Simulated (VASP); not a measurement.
Given:

```yaml
crystal:
  lattice:
    - [0.00000, 2.01730, 2.01730]
    - [2.01730, 0.00000, 2.01730]
    - [2.01730, 2.01730, 0.00000]
  atoms:
    - { symbol: Si, position: [0.00000, 0.00000, 0.00000] }
    - { symbol: C, position: [0.50000, 0.50000, 0.50000] }
```

Method: PBEsol GGA, VASP's PBE PAW potentials (set 64) (plane waves; VASP). Run with 520 eV cut-off, Gaussian smearing of 0.050 eV, potentials Si C.

### Question
Give the energies of bands 2 to 6 at the high-symmetry points, in eV from the Fermi level.

### Answer

```json
[
 {"band": "2", "Γ": "0.09", "X": "-9.88", "U": "-8.90", "L": "-11.59", "W": "-7.96"},
 {"band": "3", "Γ": "0.09", "X": "-4.28", "U": "-8.41", "L": "-1.00", "W": "-7.96"},
 {"band": "4", "Γ": "0.09", "X": "-4.28", "U": "-3.45", "L": "-1.00", "W": "-7.10"},
 {"band": "5", "Γ": "7.78", "X": "-0.79", "U": "1.27", "L": "5.34", "W": "4.78"},
 {"band": "6", "Γ": "8.94", "X": "2.44", "U": "7.55", "L": "5.34", "W": "8.07"}
]
```

It has no gap at this level: it comes out as a metal or semimetal.

The structure was generated: SiC was put into the rock salt type (Fm-3m), which need not be its known phase. It was relaxed first.
